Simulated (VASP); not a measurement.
Here is a VASP 6.6.1 calculation.

Contents of INCAR:

```
SYSTEM = LiMgBN2
PREC     = Accurate       ! precision mode
ENCUT    = 520            ! plane-wave cutoff, eV
EDIFF    = 1E-7           ! SCF threshold, eV
ISMEAR   = 0              ! smearing method
SIGMA    = 0.05           ! smearing width, eV
LREAL    = .FALSE.        ! projectors in reciprocal space
LASPH    = .TRUE.         ! aspherical terms in the spheres
NELM     = 100            ! most SCF steps
ALGO     = Fast           ! electronic algorithm
ISIF     = 2              ! what is computed and relaxed
LWAVE    = .FALSE.        ! write WAVECAR
LCHARG   = .FALSE.        ! write CHGCAR
GGA      = PE             ! functional
NBANDS   = 17             ! bands
```

Contents of KPOINTS:

```
regular mesh
0
G
  8 8 8
  0 0 0
```

The input POSCAR:

```
LiMgBN2
1.0
   -1.9096560000      1.9096560000      4.4435220000
    1.9096560000     -1.9096560000      4.4435220000
    1.9096560000      1.9096560000     -4.4435220000
Li Mg B N
1 1 1 2
Direct
    0.2500000000      0.7500000000      0.5000000000
    0.7500000000      0.2500000000      0.5000000000
    0.5000000000      0.5000000000      0.0000000000
    0.6281210210      0.6744059790      0.0000000000
    0.3255940210      0.3718789790      0.0000000000
```

Potentials or basis: VASP PAW PBE potentials, release 64 (Li_sv, Mg, B, N).

Command:

```bash
$ cat potpaw_PBE.64/Li_sv/POTCAR potpaw_PBE.64/Mg/POTCAR potpaw_PBE.64/B/POTCAR potpaw_PBE.64/N/POTCAR > POTCAR
$ mpirun -np 1 vasp_std > vasp.out
```

Problem. Predict the band gap on the k mesh.

Solution. 2.53 eV, indirect (least direct gap 3.36 eV).

Problem. What does it give for the largest force?

Solution. 1.227 eV/Å.

Forces in eV/Å, atoms in the order of the input:
```
Li   0.203 -0.203  0.000
Mg   0.645 -0.645  0.000
B    0.791 -0.791  0.000
N   -1.039  0.600 -0.258
N   -0.600  1.039  0.258
```

Caveat: forces of over 1 eV/Å show positions far from the minimum, so gaps and moduli don't describe the material at rest. A k mesh can miss the band edges.
